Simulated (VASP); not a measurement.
Output of a VASP run:

OSZICAR:
```
       N       E                     dE             d eps       ncg     rms          rms(c)
DAV:   1     0.373488930463E+03    0.37349E+03   -0.19571E+04   638   0.190E+03
DAV:   2    -0.317182389006E+02   -0.40521E+03   -0.39377E+03   638   0.439E+02
DAV:   3    -0.715810233757E+02   -0.39863E+02   -0.36502E+02   908   0.160E+02
DAV:   4    -0.736901201792E+02   -0.21091E+01   -0.20365E+01  1004   0.414E+01
DAV:   5    -0.737274288723E+02   -0.37309E-01   -0.37186E-01   988   0.547E+00    0.369E+01
DAV:   6    -0.753779152320E+02   -0.16505E+01   -0.18206E+02   957   0.166E+02    0.244E+01
DAV:   7    -0.667143919018E+02    0.86635E+01   -0.72173E+01   962   0.116E+02    0.110E+01
DAV:   8    -0.663145966881E+02    0.39980E+00   -0.33796E+00   959   0.182E+01    0.262E+00
DAV:   9    -0.662467304410E+02    0.67866E-01   -0.25566E-01  1002   0.540E+00    0.995E-01
DAV:  10    -0.662347781560E+02    0.11952E-01   -0.11736E-02   959   0.932E-01    0.214E-01
DAV:  11    -0.662345628226E+02    0.21533E-03   -0.15351E-03  1002   0.425E-01    0.101E-01
DAV:  12    -0.662345336954E+02    0.29127E-04   -0.82747E-05   951   0.946E-02    0.429E-02
DAV:  13    -0.662345284040E+02    0.52914E-05   -0.47659E-05  1007   0.621E-02    0.171E-02
DAV:  14    -0.662345279130E+02    0.49099E-06   -0.21921E-06   500   0.177E-02
   1 F= -.56477650E+02 E0= -.56477180E+02  d E =-.564777E+02
```

**OUTCAR**
```
------------------------ aborting loop because EDIFF is reached ----------------------------------------
  FORCE on cell =-STRESS in cart. coord.  units (eV):
  Direction    XX          YY          ZZ          XY          YZ          ZX
  --------------------------------------------------------------------------------------
  Total        9.7390329      9.7390329      9.7390329     -0.0000000      0.0000000      0.0000000
  in kB      199.6342157    199.6342157    199.6342157     -0.0000000      0.0000000      0.0000000
  external PRESSURE =      -0.3657843 kB  Pullay stress =     200.0000000 kB
  volume of cell :       78.16
      direct lattice vectors                 reciprocal lattice vectors
     4.275600757  0.000000000  0.000000000     0.233885261  0.000000000  0.000000000
     0.000000000  4.275600757  0.000000000     0.000000000  0.233885261  0.000000000
     0.000000000  0.000000000  4.275600757     0.000000000  0.000000000  0.233885261
 POSITION                                       TOTAL-FORCE (eV/Angst)
 -----------------------------------------------------------------------------------
      3.67822      2.73518      1.54042        -0.001147      0.001147     -0.001147
      1.54042      3.67822      2.73518        -0.001147     -0.001147      0.001147
      0.59738      0.59738      0.59738         0.001147      0.001147      0.001147
      2.73518      1.54042      3.67822         0.001147     -0.001147     -0.001147
      0.67523      1.46257      2.81303         0.001545     -0.001545      0.001545
      2.81303      0.67523      1.46257         0.001545      0.001545     -0.001545
      3.60037      3.60037      3.60037        -0.001545     -0.001545     -0.001545
      1.46257      2.81303      0.67523        -0.001545      0.001545      0.001545
 -----------------------------------------------------------------------------------
    total drift:                               -0.000000     -0.000000     -0.000000
  FREE ENERGIE OF THE ION-ELECTRON SYSTEM (eV)
  ---------------------------------------------------
  free  energy   TOTEN  =       -66.2345279130 eV

  energy  without entropy=      -66.2335878281  energy(sigma->0) =      -66.23405787
  enthalpy is  TOTEN    =       -56.4776504837 eV   P V=        9.7568774293

 reached required accuracy - stopping structural energy minimisation
```
(Selected blocks of OUTCAR.)

File POSCAR:
```
FeSi
1
    4.2756007572     0.0000000000     0.0000000000
    0.0000000000     4.2756007572     0.0000000000
    0.0000000000     0.0000000000     4.2756007572
Fe Si
4 4
Direct
  0.8602816301   0.6397183699   0.3602816301
  0.3602816301   0.8602816301   0.6397183699
  0.1397183699   0.1397183699   0.1397183699
  0.6397183699   0.3602816301   0.8602816301
  0.1579257816   0.3420742184   0.6579257816
  0.6579257816   0.1579257816   0.3420742184
  0.8420742184   0.8420742184   0.8420742184
  0.3420742184   0.6579257816   0.1579257816
```

Task: Reconstruct the remaining input files.

Result: Several could match; the one computed here: the input of the run itself, LDA (Ceperley-Alder, Perdew-Zunger), plane waves, VASP's LDA PAW potentials (set 64).

### INCAR
```
! general
SYSTEM =FeSi
PREC   =Accurate
ENCUT  =500
LREAL  =.FALSE.
LASPH  =.TRUE.

! electronic loop
EDIFF  =1E-6
NELM   =100
ALGO   =Normal
LMAXMIX=4

! smearing
ISMEAR =0
SIGMA  =0.05

! ions
IBRION =2
NSW    =40
ISIF   =3
EDIFFG =-0.02
PSTRESS=200

! output
LWAVE  =.FALSE.
LCHARG =.FALSE.
```

File KPOINTS:
```
Regular mesh
0
gamma
 5 5 5
```

POTCAR, in this order: Fe Si (LDA.64 set). Program: vasp_std.

The compound is FeSi in the B20 structure. It was relaxed first under an external pressure of 20 GPa. The run is not spin-polarised, so no magnetic state was tried.
